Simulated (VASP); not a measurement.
Input of a VASP 6.6.1 run:

POSCAR

```
LuV
1.0
    3.3269680000      0.0000000000      0.0000000000
    0.0000000000      3.3269680000      0.0000000000
    0.0000000000      0.0000000000      3.3269680000
V Lu
1 1
Direct
    0.0000000000      0.0000000000      0.0000000000
    0.5000000000      0.5000000000      0.5000000000
```

File INCAR.step1:

```
  PREC = Accurate
  ENCUT = 520
  ISMEAR = 0
  SIGMA = 0.01
  LREAL = F
  LASPH = T
  NELM = 80
  NBANDS = 26
  GGA = PE
  ALGO = Normal
  EDIFF = 1E-4
  LWAVE = T
  LCHARG = F
```

The input INCAR.step2:

```
  PREC = Accurate
  ENCUT = 520
  EDIFF = 1E-7
  ISMEAR = 0
  SIGMA = 0.01
  LREAL = F
  LASPH = T
  NELM = 80
  ALGO = Normal
  ISIF = 2
  LWAVE = F
  LCHARG = F
  METAGGA = R2SCAN
  LMIXTAU = T
  NBANDS = 26
  ISTART = 1
```

KPOINTS

```
Automatic mesh
0
Gamma
  5 5 5
```

Potentials or basis: VASP PAW PBE potentials, release 64 (V_sv, Lu).

Run with:

```sh
$ cat potpaw_PBE.64/V_sv/POTCAR potpaw_PBE.64/Lu/POTCAR > POTCAR
$ cp INCAR.step1 INCAR
$ mpirun -np 1 vasp_std > vasp.out
$ cp INCAR.step2 INCAR
$ mpirun -np 1 vasp_std > vasp.out
```

Q: What does it give for the band gap on the k mesh?

A: None (metal or under the smearing width).

Q: Predict the pressure.

A: 5.9 GPa.

Caveat: the k mesh is coarse (spacing up to 0.38 Å⁻¹), so the values aren't converged; the PAW data sets were made with another functional, which shifts forces and pressure a little. Spin-orbit coupling is left out, which matters for the levels of Lu.
